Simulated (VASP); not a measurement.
**A VASP 6.6.1 single-point calculation on BaTlBr₃**

INCAR

```
NSW = 0
GGA = PE
ENCUT = 520
LCHARG = .FALSE.
ISIF = 2
EDIFF = 1E-7
NELM = 120
IBRION = -1
ISMEAR = -5
SIGMA = 0.5
NBANDS = 30
LASPH = .TRUE.
PREC = Accurate
LWAVE = .FALSE.
LREAL = .FALSE.
```

KPOINTS

```
KPOINTS created by Atomic Simulation Environment
0
Gamma
4 4 4
0 0 0
```

POSCAR

```
Tl Ba Br
 1.0000000000000000
     6.5408556662999997    0.0000000000000000    0.0000000000000000
     0.0000000000000000    6.5408556662999997    0.0000000000000000
     0.0000000000000000    0.0000000000000000    6.5408556662999997
 Tl  Ba  Br
   1   1   3
Cartesian
  0.0000000000000000  0.0000000000000000  0.0000000000000000
  3.2704278331499999  3.2704278331499999  3.2704278331499999
  3.2704278331499999  3.2704278331499999  0.0000000000000000
  3.2704278331499999  0.0000000000000000  3.2704278331499999
  0.0000000000000000  3.2704278331499999  3.2704278331499999
```

The recommended PBE PAW datasets give the neutral cell 44 valence electrons.

Command

```
mpirun -np 1 vasp_std
```

How does this run end, and what does it give?

It converged. Results: gap between bands v and c on the k mesh 2.81 eV; least direct gap on the k mesh 3.03 eV; pressure -1.2 GPa. Band v is the last that the valence electrons fill when counted band by band, and c is the next.

OSZICAR

```
N       E                     dE             d eps       ncg     rms          rms(c)
DAV:   1     0.313500306339E+03    0.31350E+03   -0.17944E+04   600   0.118E+03
DAV:   2     0.131585851080E+02   -0.30034E+03   -0.29276E+03   874   0.235E+02
DAV:   3    -0.171623401362E+02   -0.30321E+02   -0.30190E+02   762   0.743E+01
DAV:   4    -0.180348935001E+02   -0.87255E+00   -0.87147E+00   864   0.114E+01
DAV:   5    -0.180497624518E+02   -0.14869E-01   -0.14868E-01   778   0.131E+00    0.434E+00
DAV:   6    -0.169414294230E+02    0.11083E+01   -0.14656E+00   674   0.404E+00    0.280E+00
DAV:   7    -0.165248140728E+02    0.41662E+00   -0.11100E+00   688   0.318E+00    0.129E+00
DAV:   8    -0.164477949724E+02    0.77019E-01   -0.15462E-01   704   0.181E+00    0.382E-01
DAV:   9    -0.164385225833E+02    0.92724E-02   -0.47528E-02   756   0.751E-01    0.294E-01
DAV:  10    -0.164398836927E+02   -0.13611E-02   -0.37990E-03   722   0.280E-01    0.610E-02
DAV:  11    -0.164401526387E+02   -0.26895E-03   -0.88079E-04   744   0.128E-01    0.331E-02
DAV:  12    -0.164402297273E+02   -0.77089E-04   -0.13624E-04   752   0.504E-02    0.106E-02
DAV:  13    -0.164402321606E+02   -0.24333E-05   -0.26682E-05   744   0.202E-02    0.320E-03
DAV:  14    -0.164402326459E+02   -0.48527E-06   -0.14417E-06   750   0.533E-03    0.130E-03
DAV:  15    -0.164402330165E+02   -0.37062E-06   -0.43421E-07   642   0.269E-03    0.719E-04
DAV:  16    -0.164402329667E+02    0.49802E-07   -0.35884E-08   452   0.709E-04
   1 F= -.16440233E+02 E0= -.16440233E+02  d E =0.000000E+00
```

For comparison, a separate PBE run of the intended cell, on usual settings and not on those above, gives a gap of 2.81 eV on its mesh and a pressure of -1.2 GPa.
